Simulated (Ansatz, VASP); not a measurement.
## Two plane-wave programs on RbH3Pb

INCAR

```
PREC     = Accurate       # precision mode
ENCUT    = 520            # plane-wave cutoff, eV
EDIFF    = 1E-6           # SCF threshold, eV
ISMEAR   = 0              # smearing method
SIGMA    = 0.02           # smearing width, eV
LREAL    = False          # projectors in reciprocal space
LASPH    = True           # aspherical terms in the spheres
NELM     = 100            # most SCF steps
ALGO     = Normal         # electronic algorithm
ISIF     = 2              # what is computed and relaxed
LWAVE    = False          # write WAVECAR
LCHARG   = False          # write CHGCAR
GGA      = PE             # functional
NBANDS   = 21             # bands
```

Contents of KPOINTS:

```
Automatic mesh
0
Gamma
  8 8 8
```

The input POSCAR:

```
RbH3Pb
1.0
    4.5963000000      0.0000000000      0.0000000000
    0.0000000000      4.5963000000      0.0000000000
    0.0000000000      0.0000000000      4.5963000000
Rb Pb H
1 1 3
Direct
    0.0000000000      0.0000000000      0.0000000000
    0.5000000000      0.5000000000      0.5000000000
    0.5000000000      0.5000000000      0.0000000000
    0.5000000000      0.0000000000      0.5000000000
    0.0000000000      0.5000000000      0.5000000000
```

Input for Ansatz:

```yaml
crystal:
  lattice:
    - [4.5963, 0.0, 0.0]
    - [0.0, 4.5963, 0.0]
    - [0.0, 0.0, 4.5963]
  atoms:
    - { symbol: Rb, position: [0.0, 0.0, 0.0] }
    - { symbol: Pb, position: [0.5, 0.5, 0.5] }
    - { symbol: H, position: [0.5, 0.5, 0.0] }
    - { symbol: H, position: [0.5, 0.0, 0.5] }
    - { symbol: H, position: [0.0, 0.5, 0.5] }
basis:
  ecutwfc: 420
kpoints:
  mp_grid: { grid: [8, 8, 8] }
hamiltonian:
  xc: pbe
scf:
  occupations: { method: gaussian, width: 0.02 }
output:
  forces: true
  stress: true
  eigenvalues: true
```

Alike in both runs: task single point; functional PBE; k mesh 8 × 8 × 8; occupations gaussian, width 0.02 eV; no spin polarisation.

|  | VASP | Ansatz |
| --- | --- | --- |
| version | VASP 6.6.1 | Ansatz 0.2.0 |
| potentials or method | VASP PAW PBE potentials, release 64 (Rb_sv, Pb_d, H) | scalar-relativistic, plane waves, PAW |
| plane-wave cutoff (eV) | 520 | 420 |
| valence electrons in the cell | 26 | 26 |

Ansatz gave:

```
gap on the k mesh at the Fermi level (eV) : 0.23
least direct gap on the mesh (eV)         : 0.24
pressure (GPa)                            : 0.3
```

Question: Which values does VASP return?

Answer: gap on the k mesh at the Fermi level (eV): 0.24; least direct gap on the mesh (eV): 0.25; pressure (GPa): 0.3.

Caveats: spin-orbit coupling is left out, which as a rule narrows the gap of such compounds by several tenths of an eV. A k mesh can miss the band edges. As with any semilocal functional, this PBE gap is likely too small.
